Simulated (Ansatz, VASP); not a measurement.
# Co in two plane-wave programs, part 2 of 2

Wanted: the spread between two codes on one cell, functional and k mesh. The cell is taken from a series of runs on this material, whose earlier steps may have relaxed, scaled, displaced or heated it; both programs get it as it stands.

VASP 6.6.1 and Ansatz 0.2.0.

So far. Step 2 (Ansatz: single point, r2SCAN, pair 1): The run ends at a pressure of -9.23 GPa.

### 3. VASP: single point, r2SCAN, pair 1 (continued)

Level of this step: r2SCAN, spin-polarised from a ferromagnetic start; plane waves and PAW (Co) (VASP).

Numbers of over 12 decimals in the logs are rounded to 6 here.

From OUTCAR (step 3):

```text
ion  position               nearest neighbor table
   1  0.000  0.000  0.000-   4 2.52   2 2.52   4 2.52   2 2.52   2 2.52   4 2.52
   2  0.333  0.667  0.250-   1 2.52   3 2.52   1 2.52   3 2.52   1 2.52   3 2.52
   3  0.000  0.000  0.500-   4 2.52   2 2.52   4 2.52   2 2.52   2 2.52   4 2.52
   4  0.667  0.333  0.750-   1 2.52   3 2.52   1 2.52   3 2.52   1 2.52   3 2.52

  LATTYP: Found a hexagonal cell.
 ALAT       =     2.5110699900
 C/A-ratio  =     3.2738439800

 Subroutine GETGRP returns: Found 24 space group operations
 (whereof 12 operations were pure point group operations)

The static configuration has the point symmetry D_3d.
 The point group associated with its full space group is D_6h.

 Found    120 irreducible k-points:

   k-points           NKPTS =    120   k-points in BZ     NKDIM =    120   number of bands    NBANDS=     31

   dimension x,y,z NGX =    24 NGY =   24 NGZ =   70
   dimension x,y,z NGXF=    48 NGYF=   48 NGZF=  140

   ENCUT  =  660.0 eV  48.51 Ry    6.96 a.u.   5.26  5.26 17.22*2*pi/ulx,y,z

   NELECT =      36.0000    total number of electrons

 k-points in reciprocal lattice and weights: Automatic mesh
   0.00000000  0.00000000  0.00000000       0.001
   0.05263158  0.00000000  0.00000000       0.003
   0.10526316  0.00000000  0.00000000       0.003
   0.15789474  0.00000000  0.00000000       0.003
   0.21052632  0.00000000  0.00000000       0.003
   0.26315789 -0.00000000  0.00000000       0.003
   0.31578947  0.00000000  0.00000000       0.003
   0.36842105  0.00000000  0.00000000       0.003
   0.42105263  0.00000000  0.00000000       0.003
[...]
0.36842105  0.26315789  0.40000000       0.007
   0.31578947  0.31578947  0.40000000       0.007

 average (electrostatic) potential at core
       1 -83.6351       2 -83.6951       3 -83.6351       4 -83.6951

 E-fermi :   9.9944

 spin component 1
 k-point     1 :       0.0000    0.0000    0.0000
  band No.  band energies     occupation
    ...
     20       7.8654      1.00000
     21       7.8654      1.00000
     22       8.2465      1.00000
     23       8.2465      1.00000
     24       9.4834      0.99400
     25      15.5566      0.00000
     26      24.3999      0.00000
     27      24.4147      0.00000
     28      32.1677      0.00000
     29      32.7783      0.00000
    ...

 k-point     2 :       0.0526    0.0000    0.0000
  band No.  band energies     occupation
    ...
     20       7.8612      1.00000
     21       7.9126      1.00000
     22       7.9294      1.00000
     23       8.2522      1.00000
     24       9.9221      0.67326
     25      15.5773      0.00000
     26      24.4718      0.00000
     27      24.4857      0.00000
     28      31.4209      0.00000
     29      32.3248      0.00000
    ...

 k-point     3 :       0.1053    0.0000    0.0000
  band No.  band energies     occupation
    ...
     19       7.5364      1.00000
     20       7.8265      1.00000
     21       7.8511      1.00000
     22       8.0460      1.00000
     23       8.2683      1.00000
     24      10.7680      0.00044
     25      15.6436      0.00000
     26      24.6838      0.00000
     27      24.6950      0.00000
     28      29.1774      0.00000
    ...

 k-point     4 :       0.1579    0.0000    0.0000
  band No.  band energies     occupation
    ...
     19       7.5592      1.00000
     20       7.8431      1.00000
     21       8.0689      1.00000
     22       8.2438      1.00000
     23       8.2922      1.00000
     24      11.7624      0.00000
     25      15.7667      0.00000
     26      25.0062      0.00000
     27      25.0219      0.00000
     28      26.6680      0.00000
    ...

 k-point     5 :       0.2105    0.0000    0.0000
  band No.  band energies     occupation
    ...
     19       7.5969      1.00000
     20       7.8528      1.00000
     21       8.3218      1.00000
     22       8.3420      1.00000
     23       8.4854      1.00000
     24      12.8571      0.00000
     25      15.9594      0.00000
     26      24.0593      0.00000
     27      25.2580      0.00000
     28      25.5871      0.00000
    ...

 k-point     6 :       0.2632   -0.0000    0.0000
  band No.  band energies     occupation
    ...
     19       7.6790      1.00000
     20       7.9056      1.00000
     21       8.3573      1.00000
     22       8.6429      1.00000
     23       8.7709      1.00000
     24      14.0339      0.00000
     25      16.2165      0.00000
     26      21.7429      0.00000
     27      23.7577      0.00000
     28      23.9877      0.00000
    ...

  Total       -2.5919020     -2.5919020     -2.7238956      0.0000000     -0.0000000      0.0000000
  in kB      -92.5047626    -92.5047624    -97.2156041      0.0000002     -0.0000000      0.0000000
  external PRESSURE =     -94.0750430 kB  Pullay stress =       0.0000000 kB

  energy-cutoff  :      660.00
  volume of cell :       44.89
      direct lattice vectors                 reciprocal lattice vectors
     2.511069990  0.000000000  0.000000000     0.398236610  0.229922015  0.000000000
    -1.255535000  2.174650400  0.000000000     0.000000000  0.459844028  0.000000000
     0.000000000  0.000000000  8.220851370     0.000000000  0.000000000  0.121641902

 POSITION                                       TOTAL-FORCE (eV/Angst)
 -----------------------------------------------------------------------------------
      0.00000      0.00000      0.00000        -0.000000      0.000000      0.000000
     -0.00000      1.44977      2.05521         0.000000     -0.000000      0.000000
      0.00000      0.00000      4.11043        -0.000000      0.000000      0.000000
      1.25553      0.72488      6.16564        -0.000000      0.000000      0.000000
 -----------------------------------------------------------------------------------
    total drift:                               -0.000000      0.000000      0.000000

  FREE ENERGIE OF THE ION-ELECTRON SYSTEM (eV)
  ---------------------------------------------------
  free  energy   TOTEN  =       -52.8570343237 eV

  energy  without entropy=      -52.7529806055  energy(sigma->0) =      -52.80500746

 total charge
# of ion       s       p       d       tot
------------------------------------------
    1        0.499   0.533   7.201   8.233
    2        0.497   0.537   7.190   8.224
    3        0.499   0.533   7.201   8.233
    4        0.497   0.537   7.190   8.224
--------------------------------------------------
tot          1.991   2.140  28.783  32.913

 magnetization (x)
# of ion       s       p       d       tot
------------------------------------------
    1       -0.007  -0.070   1.945   1.869
    2       -0.006  -0.072   1.977   1.899
    3       -0.007  -0.070   1.945   1.869
    4       -0.006  -0.072   1.977   1.899
--------------------------------------------------
tot         -0.025  -0.284   7.845   7.536

[... 6 further parts left out ...]
```

The magnetic state follows from one typed start and may not be the lowest. SCAN-type functionals tend to overstate the moments of itinerant magnets.

### 4. Side by side

Known differences besides the potentials themselves: VASP starts from the moments at which Ansatz ended; VASP keeps PBE cores, Ansatz makes them for the functional; the data sets hold 68 valence electrons in Ansatz (on its default PAW (the set named soft_2) files) and 36 in VASP; the cutoff is 500 eV in Ansatz and 660 eV in VASP; site moments are counted in spheres of each program's own size. Total energies have different zeros and are not compared.

The two programs side by side:

```tsv
quantity	Ansatz	VASP	difference
pressure (GPa)	-9.23	-9.41	+0.17
total moment (μB)	7.31	7.26	+0.05
moment on Co2 (μB)	1.97	1.90	+0.07
moment on Co4 (μB)	1.97	1.90	+0.07
moment on Co1 (μB)	1.94	1.87	+0.07
moment on Co3 (μB)	1.94	1.87	+0.07
```

### 5. Ansatz: single point, r2SCAN, pair 2

With cell and atoms fixed, the geometry can't cause a difference; cores, projectors, grids and the points listed under the comparison can.

The cell is taken from a series of runs on this material, whose earlier steps may have relaxed, scaled, displaced or heated it; both programs get it as it stands.

Contents of input.yaml:

```yaml
crystal:
  lattice:
    - [2.51106999, 0.0, 0.0]
    - [-1.255535, 2.1746504, 0.0]
    - [0.0, 0.0, 8.22085137]
  atoms:
    - { symbol: Co, position: [0.0, 0.0, 0.0], spin: 0.6 }
    - { symbol: Co, position: [0.33333333, 0.66666667, 0.25], spin: 0.6 }
    - { symbol: Co, position: [0.0, 0.0, 0.5], spin: 0.6 }
    - { symbol: Co, position: [0.66666667, 0.33333333, 0.75], spin: 0.6 }
magnetization:
  spin_polarized: true
kpoints:
  mp_grid: { grid: [19, 19, 5] }
hamiltonian:
  xc: r2scan
scf:
  occupations: { method: fermi_dirac, width: 0.1 }
  max_iter: 120
  convergence: { dr2_threshold: 1.0e-08 }
basis:
  ecutwfc: 500.0
output:
  stress: true
```

Command:

```bash
> ansatz run input.yaml --threads 1 --pin off --max-ram 2048MiB --backend cpu --events-out ev --progress --plain --runs-dir out
```

The log of the run:

```text
[...]
Crystal: 4 atoms, lattice volume = 44.892 Å³
Basis set: ecut = 500 eV, 1151 PW (Γ), exchange–correlation on 80×80×240 points (64 copies of the dense FFT grid, shifted against one another)
Bands: 43, of which v1, the nominal top of the filled ones, is band 34 counted from 1 (33 counted from 0)
[...]
Internal energy: -20526.034905 eV  (E = F + TS)
E sigma→0 (E₀):  -20526.086061 eV
Entropy (-TS):   -0.102313 eV (-25.578 meV/atom)
Fermi energy:    18.148141 eV
[...]
--- Stress (GPa, compression-positive) ---
       -9.055354       0.000000      -0.000000
        0.000000      -9.055354       0.000000
       -0.000000       0.000000      -9.586859
  P = ⅓ Tr σ = -9.2325 GPa (-92.325 kbar)
[key lines of the parts left out:]
SCF converged after 26 iterations
Magnetization: 7.3141 μB (37.6570 up, 30.3430 down)
Free energy (F): -20526.137218 eV
```

The run ends at a pressure of -9.23 GPa.

### 6. VASP: single point, r2SCAN, pair 2

The same cell, functional, mesh and smearing now go to VASP, with its own data sets.

Contents of INCAR:

```
SYSTEM = Co
PREC = Accurate
ENCUT = 660
EDIFF = 1E-06
NELM = 200
ISMEAR = -1
SIGMA = 0.1
LREAL = .FALSE.
ALGO = Normal
METAGGA = R2SCAN
LASPH = .TRUE.
NBANDS = 31
ISPIN = 2
MAGMOM = 1.94 1.97 1.94 1.97
LMAXMIX = 4
LORBIT = 11
LWAVE = .FALSE.
LCHARG = .FALSE.
ISIF = 2
GGA_COMPAT = .FALSE.
LMIXTAU = .TRUE.
KPAR = 2
```

Contents of POSCAR:

```
Co
1.0
    2.5110699900      0.0000000000      0.0000000000
   -1.2555350000      2.1746504000      0.0000000000
    0.0000000000      0.0000000000      8.2208513700
Co
4
Direct
    0.0000000000      0.0000000000      0.0000000000
    0.3333333333      0.6666666667      0.2500000000
    0.0000000000      0.0000000000      0.5000000000
    0.6666666667      0.3333333333      0.7500000000
```

Contents of KPOINTS:

```
Automatic mesh
0
Gamma
19 19 5
0 0 0
```

The projector-augmented-wave data sets are Co (PBE family, release 64).

Command:

```bash
> mpirun -np 2 vasp_std
```

The log of the run:

```text
[banner, memory and clock lines left out]
running    2 mpi-ranks, on    1 nodes
[...]
[... a notice as in an earlier step ...]

 LDA part: xc-table for (None), standard interpolation
 POSCAR, INCAR and KPOINTS ok, starting setup
[...]
entering main loop
       N       E                     dE             d eps       ncg     rms          rms(c)
[... 19 cycles as in an earlier step ...]
   1 F= -.52857034E+02 E0= -.52805007E+02  d E =-.104054E+00  mag=     7.2625
```

OUTCAR, selected parts (step 6):

```text
[... 7 parts as in an earlier step ...]

[... 1 further part left out ...]
[key lines of the parts left out:]
E-fermi :   9.9944
```

The run ends at a pressure of -9.41 GPa.

### 7. Side by side

What differs besides the data sets and the points named for the pairs above, as far as they apply: the data sets hold 68 valence electrons in Ansatz (on its default PAW (the set named soft_2) files) and 36 in VASP. Total energies have different zeros and are not compared.

Both answers:

```tsv
quantity	Ansatz	VASP	difference
pressure (GPa)	-9.23	-9.41	+0.17
total moment (μB)	7.31	7.26	+0.05
moment on Co2 (μB)	1.97	1.90	+0.07
moment on Co4 (μB)	1.97	1.90	+0.07
moment on Co1 (μB)	1.94	1.87	+0.07
moment on Co3 (μB)	1.94	1.87	+0.07
```

### 8. What came out

```json
{
  "difference in total moment (single point, r2SCAN, pair 1)": "0.052 μB",
  "difference in total moment (single point, r2SCAN, pair 2)": "0.052 μB"
}
```

What this shows: The difference in total moment is 0.052 μB (single point, r2SCAN, pair 1). The data sets hold unlike numbers of valence electrons (68 in Ansatz and 36 in VASP), so part of the differences may come from the potentials. Pairs 1 and 2 hold one cell, so they aren't independent. Such differences can come from data sets, numerical settings and the points named under the comparisons, not from the functional's error against experiment.

[Lines on the potential files, build, host, timing and source positions are cut from VASP's logs without a mark.]

[Logs are printed without paths, hosts, clocks, repeated set-up lines and the standing remarks that a program may print on its own settings, such as how far it seeks lower states.]

[Hosts, paths, dates, database ids (printed as entryN), source tags and the programs' standing remarks are cut or masked in the printed files.]
